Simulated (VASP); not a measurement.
Energy against volume of KI (rock salt). These are LDA (Ceperley-Alder, Perdew-Zunger), VASP's LDA PAW potentials (set 64) (plane waves; VASP 6.6.1) values and carry that method's errors.

```json
[
 {"V (Å³/atom)": "37.369", "E (eV/atom)": "-3.07470"},
 {"V (Å³/atom)": "38.562", "E (eV/atom)": "-3.08105"},
 {"V (Å³/atom)": "39.754", "E (eV/atom)": "-3.08310"},
 {"V (Å³/atom)": "40.947", "E (eV/atom)": "-3.08155"},
 {"V (Å³/atom)": "42.140", "E (eV/atom)": "-3.07699"}
]
```

Q: Fit a third-order Birch-Murnaghan equation of state.

A: 
* **volume per atom**: 39.80 Å^3/atom
* **bulk modulus**: 16.0 GPa
* **pressure derivative of the bulk modulus**: 5.00
* **lattice constant a**: 6.829 Å

The compound is KI in the rock salt structure. It was relaxed first, which changed the volume by -10 %.
